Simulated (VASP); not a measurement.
Method: AM05 GGA, VASP's PBE PAW potentials (set 64) (plane waves; VASP).

VASP ran on this input.

File KPOINTS:
```
Automatic mesh
0
Gamma
7 7 2
0 0 0
```

POSCAR:
```
MoTe2
1.0
  1.7431726304  -3.0192631529   0.0000000000
  1.7431726304   3.0192631529   0.0000000000
  0.0000000000   0.0000000000  14.6304069517
Te Mo
4 2
Direct
  0.3333330000   0.6666670000   0.8733806817
  0.6666670000   0.3333330000   0.3733806817
  0.6666670000   0.3333330000   0.1266193183
  0.3333330000   0.6666670000   0.6266193183
  0.3333330000   0.6666670000   0.2500000000
  0.6666670000   0.3333330000   0.7500000000
```

INCAR:
```
SYSTEM = MoTe2
PREC = Accurate
ENCUT = 520
EDIFF = 1E-6
NELM = 100
ALGO = Normal
LREAL = .FALSE.
LASPH = .TRUE.
ISMEAR = 0
SIGMA = 0.05
GGA = AM
LMAXMIX = 4
LWAVE = .FALSE.
LCHARG = .FALSE.
IBRION = 2
ISIF = 3
NSW = 60
EDIFFG = -0.02
```

POTCAR, in this order: Te Mo_sv (PBE.64 set). Program: vasp_std.

Q: What will the output report for the number of irreducible k-points (NKPTS), largest plane-wave count, number of space-group operations, FFT grid (NGX, NGY, NGZ)?

A: 
| Item | Result |
|---|---|
| number of irreducible k-points (NKPTS) | 16 |
| largest plane-wave count | 4184 |
| number of space-group operations | 24 |
| FFT grid (NGX, NGY, NGZ) | 28 × 28 × 112 |

The compound is MoTe2 in the 2H layered structure. It was relaxed first. The start is the result of an earlier pass.
